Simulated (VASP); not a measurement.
Level of theory: HSE06 screened hybrid, VASP's PBE PAW potentials (set 64) (plane waves; VASP 6.6.1).

A VASP calculation is set up with these files.

KPOINTS:
```
Automatic mesh
0
Gamma
1 1 1
0 0 0
```

### INCAR
```
SIGMA=0.05
ISYM=0
HFSCREEN=0.2   ! 1/Angstrom
ENCUT=400   ! plane-wave cut-off (eV)
AEXX=0.25
ISIF=0
PRECFOCK=Fast
GGA=PE
PREC=Normal
LREAL=Auto
LCHARG=.FALSE.
NELECT=258.0
ALGO=Normal   ! blocked Davidson
EDIFF=1E-5   ! SCF stop (eV)
NELM=50
NELMIN=4
SYSTEM=B32N31O
LASPH=.TRUE.
LHFCALC=.TRUE.
LWAVE=.FALSE.
ISMEAR=0
```

File POSCAR:
```
B32N31O
1
    7.2488848259     0.0000000000     0.0000000000
    0.0000000000     7.2488848259     0.0000000000
    0.0000000000     0.0000000000     7.2488848259
B N O
32 31 1
Direct
  0.4982962062   0.0009346967   0.0013193580
  0.7508850885   0.2486794715   0.0016398784
  0.7508869954   0.0013107952   0.2490634731
  0.9983492986   0.0012046519   0.0015316927
  0.2505415083   0.2486389910   0.0013151162
  0.4983230712   0.5012352069   0.0017871379
  0.7509041064   0.7490189822   0.0013369815
  0.2505241261   0.0009303153   0.2490392632
  0.4892477523   0.2395066846   0.2398946872
  0.7600306614   0.5103200450   0.2398856355
  0.4983123760   0.0013566937   0.5016150243
  0.7599492270   0.2395749392   0.5106076020
  0.7509024952   0.0009321670   0.7493355029
  0.9986162871   0.5012845899   0.0013176093
  0.2508334719   0.7487598052   0.0016451824
  0.9982431802   0.2486964121   0.2490643966
  0.2509783548   0.5012590669   0.2490986505
  0.4983286824   0.7486073244   0.2491061631
  0.9986457566   0.0009293515   0.5016361185
  0.2509823659   0.2487271101   0.5016317282
  0.4886232168   0.5109294294   0.5113574984
  0.7508292436   0.7485679334   0.5015933212
  0.2508273551   0.0012265487   0.7490937418
  0.4983422995   0.2486873981   0.7489828366
  0.7508614171   0.5012743279   0.7489666890
  0.9986120660   0.7490035192   0.2490134961
  0.9981786137   0.5012526455   0.5016329337
  0.2504886023   0.7490550473   0.5017237759
  0.9986266788   0.2486678519   0.7493310042
  0.2504898108   0.5013546628   0.7494957124
  0.4982352417   0.7490696445   0.7494827528
  0.9983102731   0.7487269877   0.7491213786
  0.6244618896   0.1248560423   0.1252229638
  0.8746998480   0.3750831905   0.1252185817
  0.8747017446   0.1248899624   0.3754790317
  0.1243127240   0.1250450666   0.1253910602
  0.3745454230   0.3747804937   0.1253199528
  0.6247380373   0.6250030303   0.1253112015
  0.8745574398   0.8752528313   0.1253888216
  0.3745301550   0.1249400164   0.3751724242
  0.8746400919   0.6249919798   0.3751611707
  0.6247346503   0.1249277389   0.6253650987
  0.8746156434   0.3748100970   0.6253711670
  0.8745485698   0.1250217054   0.8755642238
  0.1248792341   0.6248947694   0.1254091289
  0.3746291035   0.8747147158   0.1254297242
  0.1245981591   0.3749976611   0.3753580413
  0.3744405154   0.6250945089   0.3755390346
  0.6245974705   0.8749482794   0.3753445787
  0.1248974140   0.1250448453   0.6252554987
  0.3744238370   0.3751545708   0.6255504742
  0.6243974922   0.6251166394   0.6255119163
  0.8745079958   0.8746745085   0.6252556042
  0.3746500320   0.1250498183   0.8750737203
  0.6245950729   0.3749748438   0.8753407841
  0.8745197609   0.6249113750   0.8750879393
  0.1245640970   0.8749874637   0.3753570269
  0.1242490994   0.6249201442   0.6253312816
  0.3746362098   0.8752959653   0.6253245649
  0.1245764772   0.3749806408   0.8753665234
  0.3746217436   0.6249308004   0.8757323838
  0.6245837106   0.8749997726   0.8753770043
  0.1246001497   0.8749911123   0.8753456536
  0.6248393788   0.3746441139   0.3751410769
```

POTCAR, in this order: B N O (PBE.64 set). Program: vasp_gam. Read from the step before: WAVECAR.

Output

**OSZICAR**
```
       N       E                     dE             d eps       ncg     rms          rms(c)
DAV:   1    -0.634369304592E+03   -0.63437E+03   -0.78221E+00   324   0.838E+00    0.264E+00
DAV:   2    -0.634400358494E+03   -0.31054E-01   -0.11662E-01   360   0.835E-01    0.173E+00
DAV:   3    -0.634379561470E+03    0.20797E-01   -0.11301E-02   376   0.320E-01    0.969E-01
DAV:   4    -0.634374203758E+03    0.53577E-02   -0.72149E-03   368   0.210E-01    0.544E-01
DAV:   5    -0.634372829380E+03    0.13744E-02   -0.13185E-03   374   0.963E-02    0.302E-01
DAV:   6    -0.634372401101E+03    0.42828E-03   -0.37338E-04   382   0.564E-02    0.163E-01
DAV:   7    -0.634372278420E+03    0.12268E-03   -0.90213E-05   368   0.287E-02    0.875E-02
DAV:   8    -0.634372242076E+03    0.36345E-04   -0.22179E-05   238   0.163E-02    0.485E-02
DAV:   9    -0.634372232020E+03    0.10055E-04   -0.95391E-06   214   0.101E-02    0.263E-02
DAV:  10    -0.634372229243E+03    0.27776E-05   -0.15868E-06   200   0.419E-03
   1 F= -.63437223E+03 E0= -.63437223E+03  d E =-.101330E-10
```

File OUTCAR:
```
------------------------ aborting loop because EDIFF is reached ----------------------------------------
  volume of cell :      380.90
      direct lattice vectors                 reciprocal lattice vectors
     7.248884826  0.000000000  0.000000000     0.137952254  0.000000000  0.000000000
     0.000000000  7.248884826  0.000000000     0.000000000  0.137952254  0.000000000
     0.000000000  0.000000000  7.248884826     0.000000000  0.000000000  0.137952254
  FREE ENERGIE OF THE ION-ELECTRON SYSTEM (eV)
  ---------------------------------------------------
  free  energy   TOTEN  =      -634.3722292428 eV

  energy  without entropy=     -634.3722292428  energy(sigma->0) =     -634.37222924

  exchange ACFDT corr.  =         0.00000000  see jH, gK, PRB 81, 115126
```
(Selected blocks of OUTCAR.)

The cell is charged, with a uniform compensating background. The supercell is sampled at Γ alone, which is coarse: total energies, pressure and levels can be off, energies of defects by several tenths of an eV.

The cell is a supercell with a defect, built from BN (zinc blende): O_N, charge -1. The cell's shape comes from a PBE relaxation. The run is not spin-polarised, so no state with unpaired spins was tried.
